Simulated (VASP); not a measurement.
Energy against volume of Au (fcc). Computed with optB88-vdW, VASP's PBE PAW potentials (set 64) (plane waves; VASP). Run with 520 eV cut-off, 15×15×15 Γ-centred mesh, first-order Methfessel-Paxton smearing of 0.10 eV, potentials Au.

| V (Å³/atom) | E (eV/atom) |
|---|---|
| 16.912 | -0.55049 |
| 17.451 | -0.57625 |
| 17.991 | -0.58409 |
| 18.531 | -0.57724 |

Fit these four points and predict the energy of the run at 19.071 Å³/atom.

A cubic in V^(−2/3), the third-order Birch-Murnaghan form, passes through the four points with V0 = 17.99 Å³/atom and B0 = 145 GPa, and gives -0.5584 eV/atom there. The run gave -0.5588 eV/atom, -0.4 meV/atom from the fit; all five points give B0 = 143 GPa.

The compound is Au in the fcc structure. It was relaxed first, which changed the volume by +6 %.
